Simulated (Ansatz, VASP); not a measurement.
# CoSi2: VASP beside Ansatz

One calculation is typed for both programs; each brings its own data sets. How far apart do they land? The cell is taken from a series of runs on this material, whose earlier steps may have relaxed, scaled, displaced or heated it; both programs get it as it stands.

Calculated with Ansatz 0.2.0; plane waves, with VASP 6.6.1 beside it; relaxation of cell and atoms at LDA and zone-centre phonons at LDA.

**1. The starting structure**

Symmetry: Fm-3m, No. 225, cubic system. Conventional cell: a = 5.272 Å, b = 5.272 Å, c = 5.272 Å, α = 90.00°, β = 90.00°, γ = 90.00°. Si has 4 Co at 2.28 Å nearest. Co has 8 Si at 2.28 Å nearest. Farther neighbours are not listed.

**2. VASP: relaxation of cell and atoms, LDA**

The relaxed volume is the usual yardstick between codes: in a stiff, nearly cubic crystal its relative difference is about their pressure difference at one cell divided by the bulk modulus.

Lines of VASP's logs that name or quote its potential files are left out, and so is its time.

File INCAR:

```
SYSTEM = CoSi2
PREC = Accurate
ENCUT = 600
EDIFF = 1E-07
NELM = 120
ISMEAR = 0
SIGMA = 0.1
LREAL = .FALSE.
ALGO = Normal
GGA = PW92
NBANDS = 14
LASPH = .TRUE.
LORBIT = 11
LWAVE = .FALSE.
LCHARG = .FALSE.
ISIF = 3
IBRION = 2
NSW = 80
EDIFFG = -0.005
GGA_COMPAT = .FALSE.
NELMIN = 4
KPAR = 2
```

File POSCAR:

```
CoSi2
1.0
    0.0000000000      2.6357970000      2.6357970000
    2.6357970000      0.0000000000      2.6357970000
    2.6357970000      2.6357970000      0.0000000000
Si Co
2 1
Direct
    0.2500000000      0.2500000000      0.2500000000
    0.7500000000      0.7500000000      0.7500000000
    0.0000000000      0.0000000000      0.0000000000
```

File KPOINTS:

```
Automatic mesh
0
Gamma
14 14 14
0 0 0
```

Potentials, in the order of the species: Si and Co (LDA family, release 64).

Started as:

```console
> mpirun -np 2 vasp_std
```

Numbers of over 12 decimals in the logs are rounded to 6 here.

Log:

```text
[banner, memory and clock lines left out]
running    2 mpi-ranks, on    1 nodes
 distrk:  each k-point on    1 cores,    2 groups
 distr:  one band on    1 cores,    1 groups

 POSCAR found type information on POSCAR SiCo
 POSCAR found :  2 types and       3 ions
|                                                                             |
|               ----> ADVICE to this user running VASP <----                  |
|                                                                             |
|     You enforced a specific xc type in the INCAR file but a different       |
|     [... a line on the potential file left out ...]
|     I HOPE YOU KNOW WHAT YOU ARE DOING!                                     |
|                                                                             |

 LDA part: xc-table for (Slater(with rela. corr.)+PW92), standard interpolation
 POSCAR, INCAR and KPOINTS ok, starting setup
 FFT: planning ... GRIDC
 FFT: planning ... GRID_SOFT
 FFT: planning ... GRID
 WAVECAR not read
 entering main loop
       N       E                     dE             d eps       ncg     rms          rms(c)
DAV:   1     0.721489069682E+02    0.72149E+02   -0.77693E+03  2928   0.133E+03
DAV:   2    -0.189912265130E+02   -0.91140E+02   -0.83191E+02  3044   0.246E+02
DAV:   3    -0.232455701106E+02   -0.42543E+01   -0.41295E+01  3786   0.599E+01
DAV:   4    -0.233325423820E+02   -0.86972E-01   -0.86860E-01  3592   0.802E+00
DAV:   5    -0.233353097934E+02   -0.27674E-02   -0.27672E-02  3930   0.150E+00    0.146E+01
DAV:   6    -0.259460025842E+02   -0.26107E+01   -0.25575E+01  3394   0.112E+02    0.157E+01
DAV:   7    -0.219878830208E+02    0.39581E+01   -0.11492E+01  3750   0.886E+01    0.383E+00
DAV:   8    -0.219598325860E+02    0.28050E-01   -0.73307E-01  3506   0.582E+00    0.181E+00
DAV:   9    -0.219265033418E+02    0.33329E-01   -0.92411E-02  3698   0.638E+00    0.446E-01
DAV:  10    -0.219262411733E+02    0.26217E-03   -0.66324E-03  3996   0.112E+00    0.119E-01
DAV:  11    -0.219261023742E+02    0.13880E-03   -0.64010E-04  3978   0.494E-01    0.357E-02
DAV:  12    -0.219261024884E+02   -0.11419E-06   -0.31553E-05  3792   0.567E-02    0.122E-02
DAV:  13    -0.219261023192E+02    0.16917E-06   -0.17500E-06  4660   0.164E-02    0.532E-03
DAV:  14    -0.219261023672E+02   -0.47951E-07   -0.85560E-08  2338   0.292E-03
   1 F= -.21926102E+02 E0= -.21923568E+02  d E =-.219261E+02
 curvature:   0.00 expect dE= 0.000E+00 dE for cont linesearch  0.000E+00
 trial: gam= 0.00000 g(F)=  0.220E-45 g(S)=  0.147E-03 ort = 0.000E+00 (trialstep = 0.100E+01)
 search vector abs. value=  0.147E-03
 bond charge predicted
       N       E                     dE             d eps       ncg     rms          rms(c)
DAV:   1    -0.219275303052E+02   -0.14280E-02   -0.14596E-02  3350   0.235E+00    0.348E-01
DAV:   2    -0.219313035940E+02   -0.37733E-02   -0.32046E-02  3678   0.403E+00    0.584E-01
DAV:   3    -0.219261746236E+02    0.51290E-02   -0.15842E-02  3594   0.286E+00    0.649E-02
DAV:   4    -0.219261352672E+02    0.39356E-04   -0.29358E-04  3104   0.155E-01    0.188E-02
DAV:   5    -0.219261316906E+02    0.35766E-05   -0.13184E-05  4272   0.655E-02    0.599E-03
DAV:   6    -0.219261314907E+02    0.19983E-06   -0.96201E-07  4252   0.960E-03    0.197E-03
DAV:   7    -0.219261314837E+02    0.70156E-08   -0.44216E-08  2014   0.441E-03
   2 F= -.21926131E+02 E0= -.21923593E+02  d E =-.291166E-04
 trial-energy change:   -0.000029  1 .order   -0.000001   -0.000147    0.000144
 step:   0.6370(harm=  0.5049)  dis= 0.00000  next Energy=   -21.926156 (dE=-0.539E-04)
 bond charge predicted
       N       E                     dE             d eps       ncg     rms          rms(c)
DAV:   1    -0.219263434988E+02   -0.21201E-03   -0.19041E-03  3308   0.847E-01    0.127E-01
DAV:   2    -0.219268399793E+02   -0.49648E-03   -0.41937E-03  3652   0.146E+00    0.211E-01
DAV:   3    -0.219261647244E+02    0.67525E-03   -0.21010E-03  3606   0.105E+00    0.231E-02
DAV:   4    -0.219261596992E+02    0.50252E-05   -0.39867E-05  3062   0.549E-02    0.702E-03
DAV:   5    -0.219261591771E+02    0.52205E-06   -0.18138E-06  4096   0.247E-02    0.221E-03
DAV:   6    -0.219261591516E+02    0.25553E-07   -0.10353E-07  2032   0.363E-03
   3 F= -.21926159E+02 E0= -.21923622E+02  d E =-.567844E-04
 curvature:  -0.23 expect dE=-0.667E-06 dE for cont linesearch -0.667E-06
 trial: gam= 0.00000 g(F)=  0.194E-45 g(S)=  0.285E-05 ort =-0.204E-04 (trialstep = 0.927E+00)
 search vector abs. value=  0.285E-05
 reached required accuracy - stopping structural energy minimisation
```

OUTCAR, selected parts (step 2):

```text
ion  position               nearest neighbor table
   1  0.250  0.250  0.250-   3 2.28   3 2.28   3 2.28   3 2.28   2 2.64   2 2.64   2 2.64   2 2.64
                             2 2.64   2 2.64
   2  0.750  0.750  0.750-   3 2.28   3 2.28   3 2.28   3 2.28   1 2.64   1 2.64   1 2.64   1 2.64
                             1 2.64   1 2.64
   3  0.000  0.000  0.000-   2 2.28   2 2.28   2 2.28   1 2.28   2 2.28   1 2.28   1 2.28   1 2.28

  LATTYP: Found a face centered cubic cell.
 ALAT       =     5.2715940000

 Subroutine GETGRP returns: Found 48 space group operations
 (whereof 48 operations were pure point group operations)

The static configuration has the point symmetry O_h .

 Found    104 irreducible k-points:

   k-points           NKPTS =    104   k-points in BZ     NKDIM =    104   number of bands    NBANDS=     14

   dimension x,y,z NGX =    30 NGY =   30 NGZ =   30
   dimension x,y,z NGXF=    60 NGYF=   60 NGZF=   60

   ENCUT  =  600.0 eV  44.10 Ry    6.64 a.u.   7.44  7.44  7.44*2*pi/ulx,y,z

   NELECT =      17.0000    total number of electrons

 k-points in reciprocal lattice and weights: Automatic mesh
   0.00000000  0.00000000  0.00000000       0.000
   0.07142857  0.00000000  0.00000000       0.003
   0.14285714  0.00000000  0.00000000       0.003
   0.21428571  0.00000000  0.00000000       0.003
   0.28571429  0.00000000  0.00000000       0.003
   0.35714286  0.00000000  0.00000000       0.003
   0.42857143  0.00000000  0.00000000       0.003
   0.50000000  0.00000000  0.00000000       0.001
   0.07142857  0.07142857  0.00000000       0.002
[...]
-0.28571429  0.42857143  0.21428571       0.009
  -0.28571429  0.50000000  0.21428571       0.004

 average (electrostatic) potential at core
       1 -80.3624       2 -80.3624       3 -77.4888

 E-fermi :  10.6527

 k-point     1 :       0.0000    0.0000    0.0000
  band No.  band energies     occupation
    ...
      2       6.3292      2.00000
      3       6.3292      2.00000
      4       6.3292      2.00000
      5       8.5654      2.00000
      6       8.5654      2.00000
      7      11.7640      0.00000
      8      14.1166      0.00000
      9      14.1166      0.00000
     10      14.1166      0.00000
     11      14.2303      0.00000
    ...

 k-point     2 :       0.0714    0.0000    0.0000
  band No.  band energies     occupation
    ...
      2       6.1484      2.00000
      3       6.3581      2.00000
      4       6.3581      2.00000
      5       8.5406      2.00000
      6       8.5406      2.00000
      7      11.7932      0.00000
      8      12.9004      0.00000
      9      13.5079      0.00000
     10      13.5079      0.00000
     11      14.8763      0.00000
    ...

 k-point     3 :       0.1429    0.0000    0.0000
  band No.  band energies     occupation
    ...
      2       5.6467      2.00000
      3       6.4393      2.00000
      4       6.4393      2.00000
      5       8.4811      2.00000
      6       8.4811      2.00000
      7      11.1661      0.00000
      8      12.6021      0.00000
      9      12.8661      0.00000
     10      12.8661      0.00000
     11      15.2468      0.00000
    ...

  Total       -0.0076803     -0.0076803     -0.0076803      0.0000000     -0.0000000      0.0000000
  in kB       -0.3354205     -0.3354205     -0.3354205      0.0000000     -0.0000000      0.0000000
  external PRESSURE =      -0.3354205 kB  Pullay stress =       0.0000000 kB

  energy-cutoff  :      600.00
  volume of cell :       36.69
      direct lattice vectors                 reciprocal lattice vectors
     0.000000000  2.637286513  2.637286513    -0.189588806  0.189588806  0.189588806
     2.637286513  0.000000000  2.637286513     0.189588806 -0.189588806  0.189588806
     2.637286513  2.637286513 -0.000000000     0.189588806  0.189588806 -0.189588806

 POSITION                                       TOTAL-FORCE (eV/Angst)
 -----------------------------------------------------------------------------------
      1.31864      1.31864      1.31864         0.000000     -0.000000      0.000000
      3.95593      3.95593      3.95593        -0.000000      0.000000     -0.000000
      0.00000      0.00000      0.00000        -0.000000     -0.000000     -0.000000
 -----------------------------------------------------------------------------------
    total drift:                                0.000000     -0.000000     -0.000000

  FREE ENERGIE OF THE ION-ELECTRON SYSTEM (eV)
  ---------------------------------------------------
  free  energy   TOTEN  =       -21.9261591516 eV

  energy  without entropy=      -21.9210852336  energy(sigma->0) =      -21.92362219

 reached required accuracy - stopping structural energy minimisation

 total charge
# of ion       s       p       d       tot
------------------------------------------
    1        0.723   0.910   0.000   1.633
    2        0.723   0.910   0.000   1.633
    3        0.567   0.773   7.670   9.010
--------------------------------------------------
tot          2.013   2.593   7.670  12.276

[... 3 further parts left out ...]
```

This run has no spin polarisation, so a moment on Co, if there is one, isn't seen. Its electron count is odd, so without a moment it is a metal by construction.

**3. Ansatz: relaxation of cell and atoms, LDA**

Ansatz runs on its PAW soft_1 files.

The same cell, functional (in two slightly different forms), mesh and smearing now go to Ansatz, which takes its cutoff from its data sets.

File input.yaml:

```yaml
crystal:
  lattice:
    - [0.0, 2.6357970644, 2.6357970644]
    - [2.6357970644, 0.0, 2.6357970644]
    - [2.6357970644, 2.6357970644, 0.0]
  atoms:
    - { symbol: Si, position: [0.25, 0.25, 0.25] }
    - { symbol: Si, position: [0.75, 0.75, 0.75] }
    - { symbol: Co, position: [0.0, 0.0, 0.0] }
kpoints:
  mp_grid: { grid: [14, 14, 14] }
hamiltonian:
  xc: lda
  pseudopotentials: { kind: paw, azcp: { folder: soft_1 }, xc_functional: pbe }
scf:
  occupations: { method: gaussian, width: 0.1 }
output:
  forces: true
  stress: true
  eigenvalues: true
  write_density: true
  write_potential: true
  elf: true
  volumetric_format: npy
relax:
  adjacent_minimum: "off"
  f_tol: 0.005
  max_steps: 80
  cell: { stress_tol: 0.05 }
```

Started as:

```console
> ansatz run input.yaml --threads 4 --pin off --max-ram 10240MiB --backend cpu --events-out ev --progress --plain --runs-dir out
```

Log:

```text
Engine: ansatz 0.2.0, x86_64-unknown-linux-gnu
Pseudopotentials: kind: paw
Pseudopotential: Si, paw, valence charge 4, recommended cutoff 420 eV (normal), soft_1/Si.paw.azcp
Pseudopotential: Co, paw, valence charge 17, recommended cutoff 420 eV (normal), soft_1/Co.paw.azcp
Functional definition: SPW92
  exchange = slater_x
  correlation = pw_c
Crystal: 3 atoms, lattice volume = 36.624 Å³
Basis set: ecut = 420 eV, 725 PW (Γ)
Bands: 17, of which v1, the nominal top of the filled ones, is band 13 counted from 1 (12 counted from 0)
Symmetry: 48 space group operations
Space group: Fm-3m (ITA 225), of the structure as read, at distance tolerance 3.3e-5 Å
k-points: 104 of 2744
Non-local potential: Si, projectors of the file, l = 0: 2, l = 1: 2, l = 2: 1
Non-local potential: Co, projectors of the file, l = 0: 3, l = 1: 2, l = 2: 3, l = 3: 1
PAW form: soft (Blöchl's): semilocal exchange-correlation on the pseudo side does not see the compensation charge
PAW frozen core: Si, regenerated for the run's functional, and the local potential with it (the file was generated under x = pbe(κ = 0.804, μ = 0.219515), c = pbe(β = 0.066725))
PAW frozen core: Co, regenerated for the run's functional, and the local potential with it (the file was generated under x = pbe(κ = 0.804, μ = 0.219515), c = pbe(β = 0.066725))
PAW one-centre angular grid: Si, 110 points (default); XC on 64 Gauss nodes
PAW one-centre angular grid: Co, 590 points (default); XC on 64 Gauss nodes
Initial density: superposition of atomic densities (chi_scale 0.1, normalization cell, long waves kept (reshape's long-wave potential 0.00 eV rms))
Initial wavefunctions: pseudopotential atomic-orbital guess
Functional: x = slater, c = lda
SCF iter   1: F=—  HF=-6283.239880 eV  |F-HF|=—  |Δ(HF+E_count)|=         —  Δρ=1.40e-1  dr2=8.18e0  ethr=3.10e-3  ⟨swp⟩=5.5  Hψ=9198  notcnv=0
preconditioner: auto → Kerker (q_TF=auto, 2.560 Å⁻¹)  [metal: Δε(μ)=0.032 eV  Ē_g=9.103 eV  σ=0.100 eV  W_gap=0.17  n_scr=14 (ndim 8)  ℏωp=25.3 eV  f_vac=0.000  D(μ)=1.14/eV (n_scr^D=8)]
SCF iter   2: F=—  HF=-6282.454245 eV  |F-HF|=—  |Δ(HF+E_count)|=   7.86e-1  Δρ=5.98e-2  dr2=2.07e0  ethr=3.10e-3  ⟨swp⟩=2.3  Hψ=3501  notcnv=0  defer=42
SCF iter   3: F=—  HF=-6281.966106 eV  |F-HF|=—  |Δ(HF+E_count)|=   4.88e-1  Δρ=2.30e-2  dr2=2.60e-1  ethr=3.10e-3  ⟨swp⟩=2.2  Hψ=3066  notcnv=0  defer=42
SCF iter   4: F=—  HF=-6281.931566 eV  |F-HF|=—  |Δ(HF+E_count)|=   3.45e-2  Δρ=1.01e-2  dr2=2.72e-2  ethr=1.04e-3  ⟨swp⟩=2.0  Hψ=2993  notcnv=0  defer=41
SCF iter   5: F=—  HF=-6281.929824 eV  |F-HF|=—  |Δ(HF+E_count)|=   1.74e-3  Δρ=3.85e-3  dr2=6.47e-3  ethr=1.09e-4  ⟨swp⟩=1.2  Hψ=1875  notcnv=0  defer=41
SCF iter   6: F=—  HF=-6281.928805 eV  |F-HF|=—  |Δ(HF+E_count)|=   1.02e-3  Δρ=9.14e-4  dr2=5.02e-4  ethr=2.59e-5  ⟨swp⟩=1.1  Hψ=1759  notcnv=0  defer=41
SCF iter   7: F=—  HF=-6281.928702 eV  |F-HF|=—  |Δ(HF+E_count)|=   1.02e-4  Δρ=1.41e-4  dr2=1.22e-5  ethr=2.01e-6  ⟨swp⟩=2.2  Hψ=2597  notcnv=0  defer=41
SCF iter   8: F=—  HF=-6281.928703 eV  |F-HF|=—  |Δ(HF+E_count)|=   9.46e-7  Δρ=1.40e-5  dr2=1.01e-7  ethr=4.00e-10  ⟨swp⟩=9.8  Hψ=13466  notcnv=0
SCF iter   9: F=-6281.928703 eV  HF=-6281.928703 eV  |F-HF|=9.15e-10  |Δ(HF+E_count)|=   1.82e-8  Δρ=1.59e-6  dr2=1.21e-9  ethr=4.00e-10  ⟨swp⟩=7.7  Hψ=9507  notcnv=0
SCF 1 converged in 9 iterations: F = -6281.928703 eV  dr2 = 1.21e-9
  greatest PAW one-centre occupation: 1.001 electrons in one spin orbital (limit 2), on the Co atom at site 2 (counted from 0), in its partial waves of l = 1
relax step   1: F+E_penalty+E_count = -6281.92870323 eV  Δ(F+E_penalty+E_count) = +0.000e0 eV  max|allowed force component| = 2.159e-17 eV/Å  Δτ_max = 0.0000 Å  P = +0.320 GPa  Ω = 36.624 Å³  (9 SCF iters, dr2 threshold 1.00e-7 eV, accepted)
[...]
relax step   2: F+E_penalty+E_count = -6281.92873821 eV  Δ(F+E_penalty+E_count) = -3.498e-5 eV  max|allowed force component| = 1.172e-16 eV/Å  Δτ_max = 0.0000 Å  P = +0.139 GPa  Ω = 36.656 Å³  energy of the carried Pulay correction = -1.146e-5 eV  (6 SCF iters, dr2 threshold 2.56e-7 eV, accepted)
[...]
relax step   3: F+E_penalty+E_count = -6281.92874023 eV  Δ(F+E_penalty+E_count) = -2.014e-6 eV  max|allowed force component| = 5.089e-17 eV/Å  Δτ_max = 0.0000 Å  P = +0.000 GPa  Ω = 36.681 Å³  energy of the carried Pulay correction = -2.024e-5 eV  (6 SCF iters, dr2 threshold 4.82e-8 eV, accepted)
[...]
relax step   4: F+E_penalty+E_count = -6281.92876342 eV  Δ(F+E_penalty+E_count) = -2.320e-5 eV  max|allowed force component| = 6.785e-17 eV/Å  Δτ_max = 0.0000 Å  P = +0.000 GPa  Ω = 36.681 Å³  stress off target by 1.76e-4 GPa  SCF on the basis re-selected at this cell (its energy is not comparable with the rows above)  (8 SCF iters)
basis re-selected at this cell: Δ(F+E_penalty+E_count) = -2.320e-5 eV, ΔP = -0.000 GPa vs the last step (what re-selecting the basis moved, of the pressure what is left beyond the Pulay correction that the steps carried, after the strain that the cell walked since its last selection, with what the two solves' SCF thresholds leave and, on support functions, any second-order correction that the steps lacked; it is no m [...]
SCF converged after 8 iterations
Free energy (F): -6281.928763 eV
Harris-Foulkes:  -6281.928763 eV  (|F-HF|=0.00e0)
Internal energy: -6281.923701 eV  (E = F + TS)
E sigma→0 (E₀):  -6281.926232 eV
Entropy (-TS):   -0.005062 eV (-1.687 meV/atom)
Fermi energy:    13.383348 eV
--- Per-component energies (eV) ---
  E_band       = -271.617017
  E_kinetic    = 388.045996
  E_local      = -3865.209290  (includes V_loc(G=0)·N_el)
  E_nonlocal   = 486.401380
  E_hartree    = 1753.609585
  E_xc         = -209.828389
  E_vxc        = -222.744641  (∫ρ·V_xc dr)
  E_paw        = -2481.148271  (= ΣΔE_a)
  E_vpaw       = -565.329669  (= ΣTr[D̂ρ^β])
  E_aug_tail   = 0.000031  (compensation charges beyond the density's cutoff)
  E_ewald      = -2354.381657
  E_core_change = 0.586913  (= ΣΔE_core)
  E_smearing   = -0.005062  (= −TS)
  E_closure    = 0.000000  (closes the sum)
  Σ components = -6281.928763   (vs F -6281.928763, Δ=0.00e0)
--- Forces (eV/Å), atoms counted from 1 ---
  atom   1  Si     0.00000000     0.00000000    -0.00000000
  atom   2  Si    -0.00000000    -0.00000000    -0.00000000
  atom   3  Co     0.00000000     0.00000000     0.00000000
  max |Σ_I F_I| component: 1.85e-17 eV/Å
--- Stress (GPa, compression-positive) ---
        0.000176      -0.000000      -0.000000
       -0.000000       0.000176      -0.000000
       -0.000000      -0.000000       0.000176
  P = ⅓ Tr σ = 0.0002 GPa (0.002 kbar)
--- Band table (eV; the first three rows and the last of 104) ---
  k-point 0: bands = [... 9 lower, 11.2982, 14.4745, 16.8356, 16.8356, 16.8356, 16.9781, 16.9781, 16.9781]
  k-point 1: bands = [... 9 lower, 11.2731, 14.5100, 15.6268, 16.2398, 16.2398, 17.6104, 17.6104, 18.2719]
  k-point 2: bands = [... 9 lower, 11.2131, 13.8983, 15.3149, 15.5974, 15.5974, 17.9807, 17.9807, 18.6725]
  k-point 103: bands = [... 9 lower, 11.0204, 11.2344, 11.7893, 12.6088, 16.6209, 17.8497, 18.7245, 20.7198]
--- Relaxed structure (3 steps of the walk, 3 accepted, 1 SCFs on fresh bases) ---
  F+E_penalty+E_count = -6281.92876342 eV   max|allowed force component| = 6.785e-17 eV/Å   (the final SCF, on the basis selected at the relaxed cell)
  cell:  # Å, volume = 36.6813 Å³
    - [0, 2.637171, 2.637171]
    - [2.637171, 0, 2.637171]
    - [2.637171, 2.637171, 0]
  atoms:
    - { symbol: Si, position: [0.25, 0.25, 0.25] }
    - { symbol: Si, position: [0.75, 0.75, 0.75] }
    - { symbol: Co, position: [0, 0, 0] }
```

The column dr2 measures how far the density is from self-consistency, as an energy; F and HF (Harris–Foulkes) agree once it is small.

**4. Comparison**

Known differences besides the potentials themselves: the data sets hold 25 valence electrons in Ansatz (on its PAW soft_1 files) and 17 in VASP; the cutoff is 420 eV in Ansatz and 600 eV in VASP; VASP's log shows a relativistic correction to its local exchange, Ansatz's none; Ansatz adds a Pulay correction to the stress that steers its cell, VASP none. Total energies have different zeros and are not compared.

Both answers:

```
                                         quantity  Ansatz   VASP  difference
                                      volume (Å³)   36.68  36.69     -0.01 %
edge a after relaxation, in the typed setting (Å)   3.729  3.730     -0.01 %
```

(Part 1 of 2 ends here.)

[Lines on the potential files, build, host, timing and source positions are cut from VASP's logs without a mark.]

[Logs are printed without paths, hosts, clocks, repeated set-up lines and the standing remarks that a program may print on its own settings, such as how far it seeks lower states.]

[Hosts, paths, dates, database ids (printed as entryN), source tags and the programs' standing remarks are cut or masked in the printed files.]
